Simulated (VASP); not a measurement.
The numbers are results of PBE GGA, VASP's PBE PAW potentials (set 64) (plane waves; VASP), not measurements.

VASP input:

**POSCAR**
```
Tb
1
    3.5791780000     0.0000000000     0.0000000000
   -1.7895890000     3.0996590000     0.0000000000
    0.0000000000     0.0000000000    22.6371000000
Tb
4
Direct
 -0.0029670000   0.0037210000   0.6910460000
 -0.0028240000  -0.0105750000   0.4366080000
  0.3397010000   0.6744060000   0.3091450000
  0.6660900000   0.3324480000   0.5631970000
```

**INCAR**
```
ENCUT  =  300
SIGMA  =  0.15
IDIPOL  =  3
GGA  =  PE   ! PBE
ISIF  =  2   ! forces and stress, cell fixed
ISMEAR  =  -1   ! Fermi-Dirac
EDIFF  =  1E-6   ! SCF stop (eV)
LASPH  =  .TRUE.
LCHARG  =  .FALSE.
NELM  =  100
SYSTEM  =  Tb
DIPOL  =  0.5 0.5 0.5
ALGO  =  Normal
LMAXMIX  =  6
LWAVE  =  .FALSE.
MAGMOM  =  6.0 6.0 6.0 6.0
LREAL  =  .FALSE.   ! projection in real space or not
LDIPOL  =  .TRUE.
PREC  =  Accurate
ISPIN  =  2
LORBIT  =  11   ! lm-projected
```

### KPOINTS
```
Automatic mesh
0
gamma
7 7 1
```

POTCAR, in this order: Tb (PBE.64 set). Program: vasp_std.

Question: What will the output report for the number of irreducible k-points (NKPTS), largest plane-wave count, number of space-group operations, FFT grid (NGX, NGY, NGZ)?

Answer: 
```json
{
 "number of irreducible k-points (NKPTS)": "25",
 "largest_plane_wave_count": "2987",
 "number_of_space_group_operations": "1",
 "FFT grid (NGX, NGY, NGZ)": "20 × 20 × 128"
}
```

The cell is a sheet with vacuum, built from a generated structure.
